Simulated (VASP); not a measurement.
Here is the system:

```xyz
2
Lattice="0.0000 3.0138 3.0138 3.0138 0.0000 3.0138 3.0138 3.0138 0.0000" Properties=species:S:1:pos:R:3 pbc="T T T"
Hg     0.0000     0.0000     0.0000
S      1.5069     1.5069     1.5069
```

Level of theory: PBE GGA with D3 dispersion (zero damping), VASP's PBE PAW potentials (set 64) (plane waves; VASP). Settings: 520 eV cut-off, 11×11×11 Γ-centred mesh, first-order Methfessel-Paxton smearing of 0.10 eV, potentials Hg S.

The job: HgS (zinc blende), 2 atoms, PBE-D3 (zero damping), static run, 520 eV, 11×11×11 Γ-centred mesh. Roughly how much core time does it take on a busy server core?

About 20 core-seconds (one run on a shared machine, a rough figure). It had 56 irreducible k-points, 13 bands, up to 1485 plane waves and 16 electronic steps.

The compound is HgS in the zinc blende structure, metacinnabar; cinnabar is the stable form. This cell is one point of a volume scan, at 1.06 of the reference volume.
